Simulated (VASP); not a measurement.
**A VASP study of Ag (Silver) (LDA): structure first, properties next**

How well does LDA reproduce what experiment finds for Ag (Silver)? The cell is relaxed first, and properties follow on it. The steps: relaxing cell and atoms (LDA), second relaxation, density, ELF and potential (LDA), band structure (LDA), total and projected DOS (LDA), core-level energies (LDA), independent-particle dielectric function (LDA), total energy, forces and stress (LDA), changed input and relaxing the atoms (LDA), changed input. Left out of this account: 1 further run (phonons: it ended without a result to show). The start is a cell from a database of measured crystal structures.

Program: VASP 6.6.1. Level of theory: LDA; plane waves and PAW (Ag). Results are calculated unless marked as measured.

The experiments to compare with:

“Polycyclic aromatic chains on metals and insulating layers by repetitive [3+2] cycloadditions” (2020, pmc:7083871) quotes from earlier work for Ag, fcc (bulk crystal): lattice constant a (cubic lattice constant, quoted experimental value used to build the …) 4.085 Å [literature experimental value quoted as input for the DFT slab; source and temperature …].

**1. Set-up**

Before any relaxation, the start is as follows. The structure is cubic, space group Fm-3m (No. 225). Conventional cell: a = 4.085 Å, b = 4.085 Å, c = 4.085 Å, α = 90.00°, β = 90.00°, γ = 90.00°. Ag has 12 Ag at 2.89 Å nearest.

Coordinates:

```xyz
1
Lattice="0.0000 2.0427 2.0427 2.0427 0.0000 2.0427 2.0427 2.0427 0.0000" Properties=species:S:1:pos:R:3 pbc="T T T"
Ag    0.0000    0.0000    0.0000
```

**2. Relaxing cell and atoms (LDA)**

Properties are meant for the cell that this level of theory prefers, so cell and atoms are relaxed first (ISIF = 3) until forces and stress are small; EDIFFG sets the threshold. LDA, the lowest rung, knows the local density alone.

INCAR reads:

```
SYSTEM = Ag
PREC = Accurate
ENCUT = 400
EDIFF = 1E-06
NELM = 100
ISMEAR = 1
SIGMA = 0.2
LREAL = .FALSE.
ALGO = Normal
GGA = CA
NBANDS = 11
LORBIT = 11
LWAVE = .FALSE.
LCHARG = .FALSE.
KPAR = 2
IBRION = 2
NSW = 60
ISIF = 3
EDIFFG = -0.01
```

POSCAR reads:

```
Ag
1.0
    0.0000000000      2.0427500000      2.0427500000
    2.0427500000      0.0000000000      2.0427500000
    2.0427500000      2.0427500000      0.0000000000
Ag
1
Direct
    0.0000000000      0.0000000000      0.0000000000
```

KPOINTS reads:

```
Automatic mesh
0
Gamma
9 9 9
0 0 0
```

Potentials, in the order of the species: Ag (LDA family, release 64).

Started as:

```bash
$ mpirun -np 2 vasp_std
```

Output:

```text
[banner, memory and clock lines left out]
running    2 mpi-ranks, on    1 nodes
 distrk:  each k-point on    1 cores,    2 groups
 distr:  one band on    1 cores,    1 groups

 POSCAR found type information on POSCAR Ag
 POSCAR found :  1 types and       1 ions
 LDA part: xc-table for (Slater(with rela. corr.)+CA(PZ))
 , standard interpolation
 POSCAR, INCAR and KPOINTS ok, starting setup
 FFT: planning ... GRIDC
 FFT: planning ... GRID_SOFT
 FFT: planning ... GRID
 WAVECAR not read
 entering main loop
       N       E                     dE             d eps       ncg     rms          rms(c)
DAV:   1     0.421898910331E+02    0.42190E+02   -0.47468E+03   794   0.719E+02
DAV:   2    -0.348781137808E+01   -0.45678E+02   -0.43402E+02   884   0.179E+02
DAV:   3    -0.408876836881E+01   -0.60096E+00   -0.60077E+00   874   0.221E+01
DAV:   4    -0.409059957195E+01   -0.18312E-02   -0.18311E-02   842   0.127E+00
DAV:   5    -0.409061531598E+01   -0.15744E-04   -0.15744E-04   863   0.102E-01    0.545E+00
DAV:   6    -0.379220458980E+01    0.29841E+00   -0.13025E+00   791   0.106E+01    0.340E+00
DAV:   7    -0.378169523813E+01    0.10509E-01   -0.79308E-03   881   0.815E-01    0.190E+00
DAV:   8    -0.377723681471E+01    0.44584E-02   -0.86775E-04   809   0.242E-01    0.689E-02
DAV:   9    -0.377724820541E+01   -0.11391E-04   -0.74791E-06   872   0.185E-02    0.134E-02
DAV:  10    -0.377724749115E+01    0.71426E-06   -0.18043E-06   836   0.107E-02
   1 F= -.37772475E+01 E0= -.37774460E+01  d E =-.377725E+01
 curvature:   0.00 expect dE= 0.000E+00 dE for cont linesearch  0.000E+00
 trial: gam= 0.00000 g(F)=  0.997E-63 g(S)=  0.985E-01 ort = 0.000E+00 (trialstep = 0.100E+01)
 search vector abs. value=  0.985E-01
 bond charge predicted
       N       E                     dE             d eps       ncg     rms          rms(c)
DAV:   1    -0.609033972089E+01   -0.23131E+01   -0.36903E+01   791   0.633E+01    0.103E+01
DAV:   2    -0.382969375902E+01    0.22606E+01   -0.98715E+00   794   0.292E+01    0.186E+00
DAV:   3    -0.379125663948E+01    0.38437E-01   -0.55884E-02   871   0.204E+00    0.115E+00
DAV:   4    -0.377868216151E+01    0.12574E-01   -0.19856E-02   821   0.817E-01    0.960E-02
DAV:   5    -0.377870269215E+01   -0.20531E-04   -0.23913E-04   833   0.152E-01    0.704E-02
DAV:   6    -0.377871776929E+01   -0.15077E-04   -0.10881E-05   862   0.278E-02    0.785E-03
DAV:   7    -0.377871832451E+01   -0.55522E-06   -0.28610E-07   558   0.524E-03
   2 F= -.37787183E+01 E0= -.37788887E+01  d E =-.147083E-02
 trial-energy change:   -0.001471  1 .order    0.005702   -0.098459    0.109863
 step:   0.5242(harm=  0.4726)  dis= 0.00000  next Energy=    -3.804084 (dE=-0.268E-01)
 bond charge predicted
       N       E                     dE             d eps       ncg     rms          rms(c)
DAV:   1    -0.429779157589E+01   -0.51907E+00   -0.84942E+00   788   0.322E+01    0.459E+00
DAV:   2    -0.382392293778E+01    0.47387E+00   -0.16732E+00   794   0.125E+01    0.180E+00
DAV:   3    -0.380799282974E+01    0.15930E-01   -0.40867E-02   891   0.186E+00    0.119E+00
DAV:   4    -0.380454611215E+01    0.34467E-02   -0.36029E-03   823   0.500E-01    0.101E-01
DAV:   5    -0.380452798953E+01    0.18123E-04   -0.24950E-04   863   0.120E-01    0.190E-02
DAV:   6    -0.380453503004E+01   -0.70405E-05   -0.46400E-06   838   0.182E-02    0.117E-03
DAV:   7    -0.380453504220E+01   -0.12161E-07   -0.16207E-07   430   0.363E-03
   3 F= -.38045350E+01 E0= -.38046460E+01  d E =-.272876E-01
 curvature:  -0.23 expect dE=-0.256E-05 dE for cont linesearch -0.256E-05
 trial: gam=-0.01043 g(F)=  0.141E-62 g(S)=  0.109E-04 ort = 0.104E-02 (trialstep = 0.905E+00)
 search vector abs. value=  0.131E-08
 reached required accuracy - stopping structural energy minimisation
```

Run time: 2.8 s. Hardware: 2 MPI ranks of Intel Xeon 6975P-C (Granite Rapids), shared host; peak memory 0.23 GiB; 4.7 s of CPU time.

The logs omit lines about the potential files and the build; timing stands in the text.

From OUTCAR (step 2):

```text
ion  position               nearest neighbor table
   1  0.000  0.000  0.000-

  LATTYP: Found a face centered cubic cell.
 ALAT       =     4.0855000000

 Subroutine GETGRP returns: Found 48 space group operations
 (whereof 48 operations were pure point group operations)

The static configuration has the point symmetry O_h .

 Found     35 irreducible k-points:

   k-points           NKPTS =     35   k-points in BZ     NKDIM =     35   number of bands    NBANDS=     11

   dimension x,y,z NGX =    20 NGY =   20 NGZ =   20
   dimension x,y,z NGXF=    40 NGYF=   40 NGZF=   40

   ENCUT  =  400.0 eV  29.40 Ry    5.42 a.u.   4.71  4.71  4.71*2*pi/ulx,y,z

   NELECT =      11.0000    total number of electrons

 k-points in reciprocal lattice and weights: Automatic mesh
   0.00000000  0.00000000  0.00000000       0.001
   0.11111111  0.00000000  0.00000000       0.011
   0.22222222  0.00000000  0.00000000       0.011
   0.33333333  0.00000000  0.00000000       0.011
   0.44444444  0.00000000  0.00000000       0.011
   0.11111111  0.11111111  0.00000000       0.008
   0.22222222  0.11111111  0.00000000       0.033
   0.33333333  0.11111111  0.00000000       0.033
   0.44444444  0.11111111  0.00000000       0.033
[...]
-0.33333333  0.44444444  0.11111111       0.033
  -0.33333333  0.44444444  0.22222222       0.033

 average (electrostatic) potential at core
       1 -70.4140

 E-fermi :   9.3238

 k-point     1 :       0.0000    0.0000    0.0000
  band No.  band energies     occupation
    ...
      2       4.0567      2.00000
      3       4.0567      2.00000
      4       4.0567      2.00000
      5       5.2344      2.00000
      6       5.2344      2.00000
      7      25.2118      0.00000
      8      29.0921      0.00000
      9      29.0921      0.00000
     10      29.0921      0.00000
     11      34.2746      0.00000

 k-point     2 :       0.1111    0.0000    0.0000
  band No.  band energies     occupation
    ...
      2       3.9683      2.00000
      3       4.1658      2.00000
      4       4.1658      2.00000
      5       5.1977      2.00000
      6       5.1977      2.00000
      7      25.1600      0.00000
      8      26.7885      0.00000
      9      29.3224      0.00000
     10      29.3224      0.00000
     11      33.5586      0.00000

 k-point     3 :       0.2222    0.0000    0.0000
  band No.  band energies     occupation
    ...
      2       4.0561      2.00000
      3       4.2919      2.00000
      4       4.2919      2.00000
      5       5.2871      2.00000
      6       5.2871      2.00000
      7      21.7651      0.00000
      8      26.0689      0.00000
      9      29.5524      0.00000
     10      29.5524      0.00000
     11      32.4442      0.00000

  Total       -0.0086913     -0.0086913     -0.0086913      0.0000000      0.0000000      0.0000000
  in kB       -0.8701223     -0.8701223     -0.8701223      0.0000000      0.0000000      0.0000000
  external PRESSURE =      -0.8701223 kB  Pullay stress =       0.0000000 kB

  energy-cutoff  :      400.00
  volume of cell :       16.00
      direct lattice vectors                 reciprocal lattice vectors
    -0.000000000  2.000145162  2.000145162    -0.249981856  0.249981856  0.249981856
     2.000145162  0.000000000  2.000145162     0.249981856 -0.249981856  0.249981856
     2.000145162  2.000145162  0.000000000     0.249981856  0.249981856 -0.249981856

 POSITION                                       TOTAL-FORCE (eV/Angst)
 -----------------------------------------------------------------------------------
      0.00000      0.00000      0.00000        -0.000000      0.000000      0.000000
 -----------------------------------------------------------------------------------
    total drift:                                0.000000      0.000000      0.000000

  FREE ENERGIE OF THE ION-ELECTRON SYSTEM (eV)
  ---------------------------------------------------
  free  energy   TOTEN  =        -3.8045350422 eV

  energy  without entropy=       -3.8048678326  energy(sigma->0) =       -3.80464597

 reached required accuracy - stopping structural energy minimisation

 total charge
# of ion       s       p       d       tot
------------------------------------------
    1        0.448   0.347   9.149   9.944

[... 3 further parts left out ...]
```

CONTCAR:

```
Ag
   1.00000000000000
    -0.0000000000000000    2.0001451617204489    2.0001451617204489
     2.0001451617204489    0.0000000000000000    2.0001451617204489
     2.0001451617204489    2.0001451617204489    0.0000000000000000
  Ag
     1
Direct
     0.0000000000000000    0.0000000000000000    0.0000000000000000
```

This run has no spin polarisation. Its electron count is odd, so without a moment it is a metal by construction. The k-mesh is coarse for a metal. The run keeps the 48 symmetry operations of its start, so it cannot find a distortion of lower symmetry.

Relaxation path:

```
step  energy less that of the first step (eV)  largest force (eV/Å)  pressure (GPa)  volume (Å³)
   1                                   0.0000                0.0000           -7.75        17.05
   2                                  -0.0015                0.0000            9.77        15.09
   3                                  -0.0273                0.0000           -0.09        16.00
```

```csv
"conventional cell, symmetrised",before,after,change
a (Å),4.085,4.000,-2.1 %
b (Å),4.085,4.000,-2.1 %
c (Å),4.085,4.000,-2.1 %
volume (Å³/atom),17.05,16.00,-6.1 %
```

Final coordinates:

```xyz
1
Lattice="0.0000 2.0001 2.0001 2.0001 0.0000 2.0001 2.0001 2.0001 0.0000" Properties=species:S:1:pos:R:3 pbc="T T T"
Ag    0.0000    0.0000    0.0000
```

Numbers from this step:

| Property | Result |
| --- | --- |
| electrons | 11 |
| bands | 11 |
| irreducible k-points | 35 |
| symmetry operations | 48 |
| free energy (TOTEN) | -3.805 eV |
| energy at zero smearing | -3.805 eV |
| Fermi energy | 9.324 eV |
| pressure | -0.08701 GPa |
| metallic | yes |
| SCF cycles over all ionic steps | 24 |

It ends with forces that vanish by symmetry and a pressure of -0.09 GPa. The volume lies -6.1 % from that of the database's start, which holds the thermal and zero-point expansion of its experiment. LDA is known to overbind.

**3. Second relaxation**

A relaxation keeps the plane waves of the cell it began with, so it is repeated from the new cell, on a basis made for it. The mesh changes with the cell too.

INCAR is that of step 2.

POSCAR reads:

```
Ag
1.0
    0.0000000000      2.0001451617      2.0001451617
    2.0001451617      0.0000000000      2.0001451617
    2.0001451617      2.0001451617      0.0000000000
Ag
1
Direct
    0.0000000000      0.0000000000      0.0000000000
```

KPOINTS reads:

```
Automatic mesh
0
Gamma
10 10 10
0 0 0
```

Started as:

```bash
$ mpirun -np 2 vasp_std
```

Output:

```text
[... set-up lines as in an earlier step ...]
 entering main loop
       N       E                     dE             d eps       ncg     rms          rms(c)
DAV:   1     0.388759554484E+02    0.38876E+02   -0.47979E+03  1090   0.728E+02
DAV:   2    -0.357562720965E+01   -0.42452E+02   -0.40443E+02  1178   0.174E+02
DAV:   3    -0.409420600958E+01   -0.51858E+00   -0.51840E+00  1163   0.208E+01
DAV:   4    -0.409570689320E+01   -0.15009E-02   -0.15008E-02  1136   0.118E+00
DAV:   5    -0.409571824743E+01   -0.11354E-04   -0.11354E-04  1190   0.928E-02    0.652E+00
DAV:   6    -0.378300267900E+01    0.31272E+00   -0.12912E+00  1088   0.107E+01    0.400E+00
DAV:   7    -0.376994136352E+01    0.13061E-01   -0.97001E-03  1163   0.906E-01    0.218E+00
DAV:   8    -0.376479286755E+01    0.51485E-02   -0.93347E-04  1130   0.256E-01    0.777E-02
DAV:   9    -0.376480581272E+01   -0.12945E-04   -0.82929E-06  1151   0.211E-02    0.148E-02
DAV:  10    -0.376480521827E+01    0.59445E-06   -0.19162E-06  1150   0.105E-02
   1 F= -.37648052E+01 E0= -.37651981E+01  d E =-.376481E+01
 curvature:   0.00 expect dE= 0.000E+00 dE for cont linesearch  0.000E+00
 trial: gam= 0.00000 g(F)=  0.000E+00 g(S)=  0.420E-04 ort = 0.000E+00 (trialstep = 0.100E+01)
 search vector abs. value=  0.420E-04
 bond charge predicted
       N       E                     dE             d eps       ncg     rms          rms(c)
DAV:   1    -0.376572381965E+01   -0.91801E-03   -0.15183E-02  1085   0.133E+00    0.193E-01
DAV:   2    -0.376483085251E+01    0.89297E-03   -0.35390E-03  1070   0.563E-01    0.628E-02
DAV:   3    -0.376480933234E+01    0.21520E-04   -0.39594E-05  1178   0.559E-02    0.412E-02
DAV:   4    -0.376480331504E+01    0.60173E-05   -0.74757E-06  1100   0.194E-02    0.205E-03
DAV:   5    -0.376480331363E+01    0.14040E-08   -0.57298E-08   595   0.220E-03
   2 F= -.37648033E+01 E0= -.37651920E+01  d E =0.190464E-05
 trial-energy change:    0.000002  1 .order   -0.000001   -0.000042    0.000039
 step:   0.5166(harm=  0.5166)  dis= 0.00000  next Energy=    -3.764816 (dE=-0.109E-04)
 bond charge predicted
       N       E                     dE             d eps       ncg     rms          rms(c)
DAV:   1    -0.376503033972E+01   -0.22702E-03   -0.35626E-03  1076   0.644E-01    0.933E-02
DAV:   2    -0.376482109440E+01    0.20925E-03   -0.83428E-04  1067   0.273E-01    0.299E-02
DAV:   3    -0.376481633161E+01    0.47628E-05   -0.89076E-06  1160   0.264E-02    0.196E-02
DAV:   4    -0.376481499267E+01    0.13389E-05   -0.17566E-06  1094   0.931E-03    0.106E-03
DAV:   5    -0.376481499714E+01   -0.44743E-08   -0.12225E-08   544   0.102E-03
   3 F= -.37648150E+01 E0= -.37652057E+01  d E =-.977887E-05
 curvature:  -0.26 expect dE=-0.226E-06 dE for cont linesearch -0.226E-06
 trial: gam= 0.00000 g(F)=  0.352E-63 g(S)=  0.873E-06 ort =-0.606E-05 (trialstep = 0.903E+00)
 search vector abs. value=  0.873E-06
 reached required accuracy - stopping structural energy minimisation
```

Wall time 2.8 s (2 MPI ranks); peak memory 0.21 GiB; 4.6 s of CPU time.

From OUTCAR (step 3):

```text
  LATTYP: Found a face centered cubic cell.
 ALAT       =     4.0002903234

The static configuration has the point symmetry O_h .

 Found     47 irreducible k-points:

   k-points           NKPTS =     47   k-points in BZ     NKDIM =     47   number of bands    NBANDS=     11

   dimension x,y,z NGX =    18 NGY =   18 NGZ =   18
   dimension x,y,z NGXF=    36 NGYF=   36 NGZF=   36

   ENCUT  =  400.0 eV  29.40 Ry    5.42 a.u.   4.61  4.61  4.61*2*pi/ulx,y,z

   NELECT =      11.0000    total number of electrons

 E-fermi :   8.9955

 k-point     1 :       0.0000    0.0000    0.0000
  band No.  band energies     occupation
    ...
      2       4.0467      2.00000
      3       4.0467      2.00000
      4       4.0467      2.00000
      5       5.2236      2.00000
      6       5.2236      2.00000
      7      25.1868      0.00000
      8      29.0646      0.00000
      9      29.0646      0.00000
     10      29.0646      0.00000
     11      34.2418      0.00000

 k-point     2 :       0.1000    0.0000    0.0000
  band No.  band energies     occupation
    ...
      2       3.9711      2.00000
      3       4.1372      2.00000
      4       4.1372      2.00000
      5       5.1912      2.00000
      6       5.1912      2.00000
      7      25.2083      0.00000
      8      27.0315      0.00000
      9      29.2550      0.00000
     10      29.2550      0.00000
     11      33.7338      0.00000

  Total       -0.0024564     -0.0024564     -0.0024564     -0.0000000     -0.0000000     -0.0000000
  in kB       -0.2456077     -0.2456077     -0.2456077     -0.0000000     -0.0000000     -0.0000000
  external PRESSURE =      -0.2456077 kB  Pullay stress =       0.0000000 kB

  energy-cutoff  :      400.00
  volume of cell :       16.02
      direct lattice vectors                 reciprocal lattice vectors
    -0.000000000  2.000994431  2.000994431    -0.249875758  0.249875758  0.249875758
     2.000994431 -0.000000000  2.000994431     0.249875758 -0.249875758  0.249875758
     2.000994431  2.000994431 -0.000000000     0.249875758  0.249875758 -0.249875758

  FREE ENERGIE OF THE ION-ELECTRON SYSTEM (eV)
  ---------------------------------------------------
  free  energy   TOTEN  =        -3.7648149971 eV

  energy  without entropy=       -3.7659871048  energy(sigma->0) =       -3.76520570

 total charge
# of ion       s       p       d       tot
------------------------------------------
    1        0.446   0.345   9.151   9.942

[... 4 parts as in an earlier step ...]

[... 6 further parts left out ...]
```

Little changed from the start: no atom moved by 0.005 Å and no cell edge by 0.1 %.

Numbers from this step:

- irreducible k-points: 47
- free energy (TOTEN): -3.765 eV
- energy at zero smearing: -3.765 eV
- Fermi energy: 8.995 eV
- pressure: -0.02456 GPa
- SCF cycles over all ionic steps: 20

It ends with forces that vanish by symmetry and a pressure of -0.02 GPa. The volume moved by only 0.13 %, so the volume is settled.

(Part 1 of 4 ends here.)

[Lines on the potential files, build, host, timing and source positions are cut from VASP's logs without a mark.]

[Logs are printed without paths, hosts, clocks, repeated set-up lines and the standing remarks that a program may print on its own settings, such as how far it seeks lower states.]

[Hosts, paths, dates, database ids (printed as entryN), source tags and the programs' standing remarks are cut or masked in the printed files.]

[A measured line is paired with the nearest computed mode of its activity, which favours agreement.]
